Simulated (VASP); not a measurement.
Given:

```
CELL_PARAMETERS angstrom
     -2.10904     2.10904     6.39701
      2.10904    -2.10904     6.39701
      2.10904     2.10904    -6.39701
ATOMIC_POSITIONS crystal
  Ba 0.00000 0.00000 0.00000
  Al 0.75000 0.25000 0.50000
  Al 0.25000 0.75000 0.50000
  Ge 0.63152 0.63152 0.00000
  Ge 0.36848 0.36848 0.00000
```

Computed with PBEsol GGA, VASP's PBE PAW potentials (set 64) (plane waves; VASP). Run with 400 eV cut-off, 11×11×11 Γ-centred mesh, tetrahedra with Blöchl corrections, potentials Ba_sv Al Ge_d.

The cores are frozen, which limits the accuracy of field gradients.

### Question
Give the principal components of the electric field gradient (V/Å²) and the asymmetry η at each nucleus.

### Answer

| atom | Vxx | Vyy | Vzz | η |
|---|---|---|---|---|
| Ba1 | -7.7 | -7.7 | 15.5 | 0.00 |
| Al2 | -0.4 | -0.4 | 0.7 | 0.00 |
| Al3 | -0.4 | -0.4 | 0.7 | 0.00 |
| Ge4 | -17.6 | -17.6 | 35.3 | 0.00 |
| Ge5 | -17.6 | -17.6 | 35.3 | 0.00 |

The structure comes from a computed database's Al2BaGe2 entry (I4/mmm); how it stands against other phases isn't given here. It was relaxed first.
